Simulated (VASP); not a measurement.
```
CELL_PARAMETERS angstrom
      1.55243    -2.68888     0.00000
      1.55243     2.68888     0.00000
      0.00000     0.00000     5.09741
ATOMIC_POSITIONS crystal
  Si 0.66667 0.33333 0.49956
  Si 0.33333 0.66667 0.99956
  C  0.66667 0.33333 0.87544
  C  0.33333 0.66667 0.37544
```

Method: RPBE GGA, VASP's PBE PAW potentials (set 64) (plane waves; VASP). Settings: 520 eV cut-off, Gaussian smearing of 0.050 eV, potentials Si C.

Problem. Estimate the band gap (along the path) with the smallest direct gap where there is one.

Solution. 
| Property | Result |
|---|---|
| band gap (along the path) | 2.37 eV |
| smallest direct gap (along the path) | 3.96 eV |

Total energies compare only between runs with the same potentials, cut-off and functional.

The compound is SiC in the wurtzite structure, the rare 2H polytype. It was relaxed first.
